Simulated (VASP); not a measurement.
Input:

```yaml
crystal:
  lattice:
    - [1.13290, -1.96225, 0.00000]
    - [1.13290, 1.96225, 0.00000]
    - [0.00000, 0.00000, 3.56126]
  atoms:
    - { symbol: Be, position: [0.33333, 0.66667, 0.25000] }
    - { symbol: Be, position: [0.66667, 0.33333, 0.75000] }
```

Level of theory: r2SCAN meta-GGA, VASP's PBE PAW potentials (set 64) (plane waves; VASP). Run with 480 eV cut-off, 18×18×10 Γ-centred mesh, first-order Methfessel-Paxton smearing of 0.10 eV, potentials Be.

Each row applies one change to this cell, which was relaxed at other settings and keeps the small stress of the first row; at a fixed cut-off the stress holds a Pulay part, so it need not integrate to ΔE exactly. Stress is in GPa, positive when the cell is compressed.

```csv
change,ΔE (meV/atom),σxx,σyy,σzz,"largest shear component, with its sign (GPa)",largest force (eV/Å)
none,0.0,-0.98,-0.98,1.99,0.00,0.000
uniaxial strain of +2.0 % along z,(withheld),(withheld),(withheld),(withheld),(withheld),(withheld)
atom 2 (Be) moved by -0.100 Å along y,8.4,2.31,-4.13,2.41,0.00,0.320
uniaxial strain of +0.5 % along y,0.4,-1.18,-2.50,1.98,0.00,0.015
biaxial strain of +3.0 % in the xy plane,(withheld),(withheld),(withheld),(withheld),(withheld),(withheld)
biaxial strain of -1.5 % in the xy plane,2.8,4.86,4.86,1.75,0.00,0.000
atom 2 (Be) moved by -0.075 Å along x,5.1,-1.06,-0.87,2.31,2.29,0.273
```

Task: Fill in the missing entries.

Result: 
- uniaxial strain of +2.0 % along z, ΔE (meV/atom): 2.1
- uniaxial strain of +2.0 % along z, σxx: -0.75
- uniaxial strain of +2.0 % along z, σyy: -0.75
- uniaxial strain of +2.0 % along z, σzz: -6.16
- uniaxial strain of +2.0 % along z, largest shear component, with its sign (GPa): 0.00
- uniaxial strain of +2.0 % along z, largest force (eV/Å): 0.000
- biaxial strain of +3.0 % in the xy plane, ΔE (meV/atom): 17.0
- biaxial strain of +3.0 % in the xy plane, σxx: -9.71
- biaxial strain of +3.0 % in the xy plane, σyy: -9.71
- biaxial strain of +3.0 % in the xy plane, σzz: 0.66
- biaxial strain of +3.0 % in the xy plane, largest shear component, with its sign (GPa): 0.00
- biaxial strain of +3.0 % in the xy plane, largest force (eV/Å): 0.000

Failed runs are left out, and for metals the shear rows, which the mesh's noise covers.

The compound is Be in the hcp structure.
